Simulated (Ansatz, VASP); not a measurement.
# Cross-check of C between VASP and Ansatz

Aim: how closely do two programs agree when they are given the same cell, functional and k mesh? The structure shown is frame 37 of Ansatz's trajectory.

Calculated with Ansatz 0.2.0; plane waves, with VASP 6.6.1 beside it; single point at revPBE.

### 1. The structure

The cell holds 100 atoms: 100 C. Cell: a = 8.808 Å, b = 8.808 Å, c = 8.808 Å, α = 90.0°, β = 90.0°, γ = 90.0°. As first built, before any earlier steps moved the atoms (in the runner's words): 100 atoms (100 C) placed at random at 2.92 g/cm^3, melted at 6000 K for 10 ps at fixed volume with the Tersoff potential (Tersoff, Phys. Rev. B 39, 5566 (1989)). Quenched from 6000 K to 300 K at 100 K/ps and fixed volume, held 5 ps, then minimised at fixed cell.

### 2. Ansatz: dynamics, revPBE

Ansatz runs on its default PAW (the set named soft_2) files.

One frame of this run of dynamics is then solved in both programs, so the motion causes no difference.

input.yaml

```yaml
crystal:
  lattice:
    - [8.8077, 0.0, 0.0]
    - [0.0, 8.8077, 0.0]
    - [0.0, 0.0, 8.8077]
  atoms:
    - { symbol: C, position: [0.8096, 0.05889, 0.38432] }
    - { symbol: C, position: [0.61026, 0.87341, 0.73975] }
    - { symbol: C, position: [0.98573, 0.95962, 0.82735] }
    - { symbol: C, position: [0.07694, 0.97429, 0.48741] }
    - { symbol: C, position: [0.86543, 0.66654, 0.18687] }
    - { symbol: C, position: [0.88904, 0.49123, 0.22145] }
    - { symbol: C, position: [0.62199, 0.85998, 0.3138] }
    - { symbol: C, position: [0.57327, 0.95685, 0.18871] }
    - { symbol: C, position: [0.65855, 0.56251, 0.79875] }
    - { symbol: C, position: [0.50368, 0.5384, 0.5643] }
    - { symbol: C, position: [0.94983, 0.54043, 0.8809] }
    - { symbol: C, position: [0.43852, 0.37008, 0.98065] }
    - { symbol: C, position: [0.51893, 0.64044, 0.20308] }
    - { symbol: C, position: [0.1423, 0.06372, 0.61494] }
    - { symbol: C, position: [0.75866, 0.29531, 0.51147] }
    - { symbol: C, position: [0.34031, 0.22182, 0.0383] }
    - { symbol: C, position: [0.3625, 0.48984, 0.50051] }
    - { symbol: C, position: [0.75292, 0.6673, 0.53122] }
    - { symbol: C, position: [0.25289, 0.21552, 0.18393] }
    - { symbol: C, position: [0.10738, 0.58834, 0.58146] }
    - { symbol: C, position: [0.57274, 0.48245, 0.19099] }
    - { symbol: C, position: [0.99988, 0.79447, 0.79918] }
    - { symbol: C, position: [0.08732, 0.16367, 0.14421] }
    - { symbol: C, position: [0.95154, 0.267, 0.74982] }
    - { symbol: C, position: [0.00251, 0.26588, 0.04241] }
    - { symbol: C, position: [0.46201, 0.09031, 0.59254] }
    - { symbol: C, position: [0.83568, 0.54688, 0.59457] }
    - { symbol: C, position: [0.09775, 0.73052, 0.03989] }
    - { symbol: C, position: [0.23284, 0.37462, 0.26355] }
    - { symbol: C, position: [0.41334, 0.71361, 0.09195] }
[... 64 atom lines left out ...]
    - { symbol: C, position: [0.99234, 0.33712, 0.60729] }
    - { symbol: C, position: [0.78739, 0.05989, 0.01227] }
    - { symbol: C, position: [0.60118, 0.63715, 0.47782] }
    - { symbol: C, position: [0.35496, 0.15293, 0.47512] }
    - { symbol: C, position: [0.31528, 0.80234, 0.83832] }
    - { symbol: C, position: [0.81366, 0.17871, 0.76107] }
kpoints:
  mp_grid: { grid: [1, 1, 1] }
hamiltonian:
  xc: revpbe
scf:
  occupations: { method: fermi_dirac, width: 0.025 }
output:
  forces: true
  stress: true
md:
  timestep: 1.0
  n_steps: 112
  ensemble: nvt_langevin
  temperature: 600
  initial_velocities: maxwell_boltzmann
  seed: 1091
```

The run is started by

```sh
$ ansatz run input.yaml --threads 8 --pin off --max-ram 15872MiB --backend cpu --events-out ev --progress --plain --runs-dir out
```

Numbers of over 12 decimals in the logs are rounded to 6 here.

Log:

```text
Warning: md: disabling space-group detection — thermal motion breaks the input geometry's symmetry, so no spatial operation reduces the k-mesh or symmetrises the density; time reversal is kept, so that k and −k are solved as one point where they differ and the mesh holds both, and exact exchange and, on two spinor components, a DFT+U term hold to it where the run has them: on two components no moment then forms, and  [...]
Warning: output.stress: scf.convergence.dr2_threshold = 1e-7 eV (the SCF's general default) is looser than the 1e-8 eV advised for a printed stress (1e-10 eV for each atom of the cell: 100). What an SCF threshold leaves in a stress goes as its square root, and in the free energy as the threshold itself, and one threshold admits the most on a small cell: [figures from the program's tests cut] Set scf.convergence.dr2_threshold to 1e-8 eV or tighter. The threshold is an SCF's pass mark: one that does not reach it within its budget of iterations ends unconverged, or closes short of it on a stop that the run arms, and scf.convergence.dr2_threshold's page says what that costs each kind of run
Engine: ansatz 0.2.0, aarch64-unknown-linux-gnu
Pseudopotentials: kind: paw
Pseudopotential: C, paw, valence charge 4, recommended cutoff 420 eV (normal), C.paw.azcp
Functional definition: revPBE
  parameter kappa = 1.245
  parameter beta = 0.066725
  exchange = pbe_x(kappa = kappa, mu = beta*pi^2/3)
  correlation = pbe_c(beta = beta)
Crystal: 100 atoms, lattice volume = 683.262 Å³
Basis set: ecut = 420 eV, 13301 PW (Γ), exchange–correlation on 120×120×120 points (8 copies of the dense FFT grid, shifted against one another)
Bands: 300, of which v1, the nominal top of the filled ones, is band 200 counted from 1 (199 counted from 0)
Symmetry: 1 space group operations
k-points: 1
Non-local potential: C, projectors of the file, l = 0: 2, l = 1: 2, l = 2: 1
PAW form: soft (Blöchl's): semilocal exchange-correlation on the pseudo side does not see the compensation charge
PAW frozen core: C, regenerated for the run's functional, and the local potential with it (the file was generated under x = pbe(κ = 0.804, μ = 0.219515), c = pbe(β = 0.066725))
PAW one-centre angular grid: C, 110 points (default); XC on 64 Gauss nodes
Initial density: superposition of atomic densities (neutral atoms: chi_scale 0, normalization atom), corrected by the library's trained network
Initial wavefunctions: pseudopotential atomic-orbital guess
Functional: x = revpbe(κ = 1.245, μ = 0.219515), c = pbe(β = 0.066725)
SCF iter   1: F=—  HF=-25076.931693 eV  |F-HF|=—  |Δ(HF+E_count)|=         —  Δρ=2.21e-2  dr2=8.72e0  ethr=1.77e-3  ⟨swp⟩=6.0  Hψ=1336  notcnv=0  defer=34
preconditioner: auto → Kerker (q_TF=auto, 2.495 Å⁻¹)  [metal: Δε(μ)=0.040 eV  Ē_g=14.888 eV  σ=0.025 eV  W_gap=0.38  n_scr=178 (ndim 8)  ℏωp=28.4 eV  f_vac=0.000  D(μ)=34.99/eV (n_scr^D=340)]
SCF iter   2: F=—  HF=-25076.340638 eV  |F-HF|=—  |Δ(HF+E_count)|=   5.91e-1  Δρ=1.14e-2  dr2=3.17e0  ethr=1.77e-3  ⟨swp⟩=1.0  Hψ=345  notcnv=0  defer=36
SCF iter   3: F=—  HF=-25076.016500 eV  |F-HF|=—  |Δ(HF+E_count)|=   3.24e-1  Δρ=3.63e-3  dr2=1.50e-1  ethr=7.92e-4  ⟨swp⟩=2.0  Hψ=256  notcnv=0  defer=65
SCF iter   4: F=—  HF=-25076.007621 eV  |F-HF|=—  |Δ(HF+E_count)|=   8.88e-3  Δρ=1.83e-3  dr2=4.10e-2  ethr=3.75e-5  ⟨swp⟩=2.0  Hψ=366  notcnv=0  defer=82
SCF iter   5: F=—  HF=-25076.005151 eV  |F-HF|=—  |Δ(HF+E_count)|=   2.47e-3  Δρ=4.02e-4  dr2=2.57e-3  ethr=1.02e-5  ⟨swp⟩=2.0  Hψ=219  notcnv=0  defer=82
SCF iter   6: F=—  HF=-25076.005227 eV  |F-HF|=—  |Δ(HF+E_count)|=   7.59e-5  Δρ=1.29e-4  dr2=3.14e-4  ethr=6.42e-7  ⟨swp⟩=2.0  Hψ=298  notcnv=0  defer=82
SCF iter   7: F=—  HF=-25076.005337 eV  |F-HF|=—  |Δ(HF+E_count)|=   1.10e-4  Δρ=4.54e-5  dr2=4.27e-5  ethr=7.84e-8  ⟨swp⟩=2.0  Hψ=348  notcnv=0  defer=82
SCF iter   8: F=—  HF=-25076.005061 eV  |F-HF|=—  |Δ(HF+E_count)|=   2.75e-4  Δρ=1.49e-5  dr2=4.43e-6  ethr=1.07e-8  ⟨swp⟩=3.0  Hψ=537  notcnv=0  defer=82
SCF iter   9: F=—  HF=-25076.005062 eV  |F-HF|=—  |Δ(HF+E_count)|=   5.75e-7  Δρ=5.30e-6  dr2=5.63e-7  ethr=1.11e-9  ⟨swp⟩=3.0  Hψ=457  notcnv=0  defer=82
SCF iter  10: F=-25076.005062 eV  HF=-25076.005062 eV  |F-HF|=8.04e-9  |Δ(HF+E_count)|=   1.06e-7  Δρ=1.85e-6  dr2=4.99e-8  ethr=2.50e-11  ⟨swp⟩=4.0  Hψ=836  notcnv=0
[...]
md step   107: t =   107.00 fs  T =   764.7 K  F+E_penalty+E_count = -25085.86414628 eV  E_kin = 9.884551 eV  P_inst = 10.1832 GPa  (5 SCF iters)
md step   108: t =   108.00 fs  T =   760.3 K  F+E_penalty+E_count = -25085.84883102 eV  E_kin = 9.827664 eV  P_inst = 10.1282 GPa  (5 SCF iters)
md step   109: t =   109.00 fs  T =   789.9 K  F+E_penalty+E_count = -25085.95144417 eV  E_kin = 10.210451 eV  P_inst = 10.0747 GPa  (5 SCF iters)
md step   110: t =   110.00 fs  T =   800.4 K  F+E_penalty+E_count = -25086.13718995 eV  E_kin = 10.345538 eV  P_inst = 9.9605 GPa  (7 SCF iters)
md step   111: t =   111.00 fs  T =   833.1 K  F+E_penalty+E_count = -25086.34322526 eV  E_kin = 10.769190 eV  P_inst = 9.8826 GPa  (5 SCF iters)
[...]
md step   112: t =   112.00 fs  T =   819.0 K  F+E_penalty+E_count = -25086.55974365 eV  E_kin = 10.586641 eV  P_inst = 9.7114 GPa  (8 SCF iters)
SCF converged after 8 iterations
Free energy (F): -25086.559744 eV
Harris-Foulkes:  -25086.559744 eV  (|F-HF|=2.48e-9)
Internal energy: -25086.543537 eV  (E = F + TS)
E sigma→0 (E₀):  -25086.551640 eV
Entropy (-TS):   -0.016207 eV (-0.162 meV/atom)
Fermi energy:    10.804881 eV
--- Per-component energies (eV) ---
  E_band       = 645.386167
  E_kinetic    = 9058.097025
  E_local      = -10107.999737  (includes V_loc(G=0)·N_el)
  E_nonlocal   = 2655.998110
  E_hartree    = 2811.073765
  E_xc         = -4815.624493
  E_vxc        = -5965.140266  (∫ρ·V_xc dr)
  E_paw        = -9992.165288  (= ΣΔE_a)
  E_vpaw       = -617.716446  (= ΣTr[D̂ρ^β])
  E_aug_tail   = 0.000715  (compensation charges beyond the density's cutoff)
  E_ewald      = -14694.756883
  E_core_change = -1.166749  (= ΣΔE_core)
  E_smearing   = -0.016207  (= −TS)
  E_closure    = -0.000000  (closes the sum)
  Σ components = -25086.559744   (vs F -25086.559744, Δ=0.00e0)
--- Forces (eV/Å), atoms counted from 1 ---
  atom   1  C      1.05096564    -0.04322931    -0.86169971
  atom   2  C     -0.76008860    -1.48148657    -1.47107807
  atom   3  C      0.42921342     1.18670525     1.16488778
  atom   4  C      1.17479563     1.27116519     2.42258892
  atom   5  C     -0.25344657    -2.35178979     1.24530418
  atom   6  C     -1.05847802    -0.31719428    -0.30373572
  atom   7  C     -2.63819128    -0.20578220    -1.88439851
  atom   8  C     -0.15795352     2.88162223    -0.33121570
  atom   9  C     -0.37598323     1.26023668    -0.78306319
  atom  10  C      1.29649747    -0.29979535     0.26642124
  atom  11  C     -2.70781016     1.22159102    -0.31840377
  atom  12  C      1.33676019     2.42738798    -2.32431408
  atom  13  C     -0.25302523     1.52166794     0.10242126
  atom  14  C      1.07616955     2.01618835     0.09811233
  atom  15  C      1.94309164    -0.45534721    -0.12379232
  atom  16  C     -0.67049444    -1.52061209     2.53256436
  atom  17  C     -1.28700164     2.78783739    -1.59102385
  atom  18  C      1.79733291     1.51139997     1.96844725
  atom  19  C     -1.33981296    -0.39959392     1.98626648
  atom  20  C      0.13220265     0.56551240     0.00290539
  atom  21  C     -0.00638487    -0.65291061    -0.77811652
  atom  22  C     -2.17677935    -0.90759106    -0.93820564
  atom  23  C      2.66426440    -0.20841338    -5.90172175
  atom  24  C      0.39871615     2.06838905    -1.32767235
[...]
atom  93  C      0.49134139    -2.67890363    -2.67125391
  atom  94  C      0.66739595    -1.19933215     0.56345318
  atom  95  C      1.69698920    -0.89398584     4.52144518
  atom  96  C      0.82090649     0.24072606     0.01177947
  atom  97  C     -2.19812428    -0.25952256     0.73155414
  atom  98  C      0.46319235    -0.22896154    -1.93673694
  atom  99  C     -0.99515405     2.31545834    -0.67423778
  atom 100  C     -0.67652497     0.26134817    -0.96750650
  max |Σ_I F_I| component: 2.14e-5 eV/Å
--- Stress (GPa, compression-positive) ---
        3.845022      -6.492859      -5.788340
       -6.492860      12.179815       1.057459
       -5.788340       1.057460       8.144507
  P = ⅓ Tr σ = 8.0564 GPa (80.564 kbar)
--- MD trajectory: 112 steps, t = 0.0 → 112.0 fs ---
  final state: T = 819.0 K   F+E_penalty+E_count = -25086.55974365 eV   E_kin = 10.586641 eV
```

In the SCF lines HF is the Harris–Foulkes energy and dr2 the Hartree energy of the density residual, in eV; the loop may stop once dr2 is under the threshold and the program's other checks hold. Hψ counts applications of the Hamiltonian.

### 3. VASP: single point, revPBE

The same cell, functional, mesh and smearing now go to VASP, with its own data sets.

Lines of VASP's logs that name or quote its potential files are left out, and so is its time.

INCAR

```
SYSTEM = C
PREC = Accurate
ENCUT = 520
EDIFF = 1E-06
NELM = 120
ISMEAR = -1
SIGMA = 0.025
LREAL = Auto
ALGO = Normal
GGA = RE
NBANDS = 272
LORBIT = 11
LWAVE = .FALSE.
LCHARG = .FALSE.
ISIF = 2
LASPH = .TRUE.
GGA_COMPAT = .FALSE.
EFERMI = MIDGAP
NCORE = 2
```

POSCAR

```
C
1.0
    8.8077000000      0.0000000000      0.0000000000
    0.0000000000      8.8077000000      0.0000000000
    0.0000000000      0.0000000000      8.8077000000
C
100
Direct
    0.7833940756      0.0596182885      0.3855035934
    0.6126230457      0.8690464026      0.7508316587
    0.9911554662      0.9639860577      0.8269809371
    0.0700182795      0.9925633253      0.4920807929
    0.8756201960      0.6496361139      0.1912190470
    0.8928210543      0.5013340600      0.2245194546
    0.5987147609      0.8686149619      0.3211394575
    0.5607025671      0.9525642336      0.1828286613
    0.6701863142      0.5629392463      0.8017416579
    0.5165707279      0.5512562871      0.5471348933
    0.9421415352      0.5452274714      0.8771529457
    0.4331323728      0.3644424765      0.9850017598
    0.5157986762      0.6442431055      0.1810915449
    0.1406723662      0.0726069235      0.6314247760
    0.7645355768      0.3039158918      0.4983934512
    0.3378861678      0.2445700921      0.0466864221
    0.3584250145      0.5146065375      0.4793760005
    0.7667609024      0.6666098982      0.5254266153
    0.2513936669      0.2170146576      0.1889028918
    0.0667824744      0.5986125776      0.5826038580
    0.5688772324      0.4806703226      0.1835666519
    0.9731030803      0.8003224451      0.7851084846
    0.0927710980      0.1681369711      0.1557614360
    0.9502480784      0.2559578551      0.7460290428
    0.9965144135      0.2638032631      0.0677361854
    0.4470974261      0.0672025614      0.5947750264
    0.8717939984      0.5691837824      0.5602257116
    0.1298522883      0.6834814991      0.0233091499
    0.2350670436      0.3642835246      0.2682539142
    0.4183612067      0.7173382381      0.0877300544
[... 64 atom lines left out ...]
    0.9742384504      0.3249088865      0.6170282821
    0.7758098028      0.0287248657      0.0045641882
    0.6184702022      0.6292675727      0.4649567992
    0.3366031995      0.1295684458      0.4838039443
    0.3277700194      0.7985058528      0.8333049491
    0.7935669925      0.1758688420      0.7594377647
```

KPOINTS

```
Automatic mesh
0
Gamma
1 1 1
0 0 0
```

The projector-augmented-wave data sets are C (PBE family, release 64).

The run is started by

```sh
$ mpirun -np 8 vasp_gam
```

Log:

```text
[banner, memory and clock lines left out]
running    8 mpi-ranks, on    1 nodes
[...]
|                                                                             |
|               ----> ADVICE to this user running VASP <----                  |
|                                                                             |
|     You enforced a specific xc type in the INCAR file but a different       |
|     [... a line on the potential file left out ...]
|     I HOPE YOU KNOW WHAT YOU ARE DOING!                                     |
|                                                                             |

 LDA part: xc-table for (Slater+PW92), standard interpolation
 POSCAR, INCAR and KPOINTS ok, starting setup
[...]
entering main loop
       N       E                     dE             d eps       ncg     rms          rms(c)
DAV:   1     0.272556033386E+04    0.27256E+04   -0.23923E+05   544   0.150E+03
DAV:   2    -0.552666399900E+03   -0.32782E+04   -0.30720E+04   688   0.341E+02
DAV:   3    -0.807641516207E+03   -0.25498E+03   -0.24573E+03   664   0.906E+01
DAV:   4    -0.815207697832E+03   -0.75662E+01   -0.74793E+01   664   0.162E+01
[...]
DAV:  18    -0.778790043373E+03   -0.66629E-05   -0.87017E-06   640   0.698E-03    0.566E-03
DAV:  19    -0.778790045650E+03   -0.22770E-05   -0.44512E-06   592   0.456E-03    0.254E-03
DAV:  20    -0.778790045887E+03   -0.23666E-06   -0.66210E-07   368   0.183E-03
   1 F= -.77879005E+03 E0= -.77878879E+03  d E =-.251449E-02
```

From OUTCAR (step 3):

```text
  FREE ENERGIE OF THE ION-ELECTRON SYSTEM (eV)
  ---------------------------------------------------
  free  energy   TOTEN  =      -778.7900458869 eV

  energy  without entropy=     -778.7875313942  energy(sigma->0) =     -778.78878864
```

The run ends at a pressure of 8.83 GPa, with forces up to 7.9 eV/Å.

### 4. Differences

Known differences besides the potentials themselves: the cutoff is 420 eV in Ansatz and 520 eV in VASP (PREC = Accurate, projectors in real space); Ansatz makes its cores anew for this functional, VASP keeps those of its PBE data sets. Total energies have different zeros and are not compared.

Forces on 8 of the 100 atoms, those with the largest forces and the largest differences (eV/Å; atoms numbered as in POSCAR):

```tsv
atom	Ansatz x, y, z	VASP x, y, z
C28	-3.187, 2.764, -2.174	-3.198, 2.817, -2.226
C40	6.213, 0.577, 4.751	6.290, 0.594, 4.777
C65	-0.407, -2.687, -5.110	-0.393, -2.693, -5.136
C81	-0.172, 0.582, -5.947	-0.163, 0.598, -5.955
C87	-2.007, 0.886, 1.698	-2.075, 0.901, 1.697
C92	0.406, -5.168, -0.026	0.387, -5.200, -0.065
C95	2.809, 2.647, -4.009	2.814, 2.651, -4.025
C100	3.561, -2.045, 2.421	3.555, -2.062, 2.423
```

The forces differ by 21 meV/Å r.m.s., which is 1.3 % of the r.m.s. force of 1.597 eV/Å (both taken over all components).

### 5. What came out

```yaml
r_m_s_force_difference_single_point_revpbe: 1.3 % of the r.m.s. force
```

In words: The r.m.s. force difference is 1.3 % of the r.m.s. force (single point, revPBE), within the 3 % picked in this series as the mark of a large difference. 2 further runs of this series are not shown here. How closely two codes agree says nothing of how well the functional describes the real material.

[Lines on the potential files, build, host, timing and source positions are cut from VASP's logs without a mark.]

[Logs are printed without paths, hosts, clocks, repeated set-up lines and the standing remarks that a program may print on its own settings, such as how far it seeks lower states.]

[Hosts, paths, dates, database ids (printed as entryN), source tags and the programs' standing remarks are cut or masked in the printed files.]
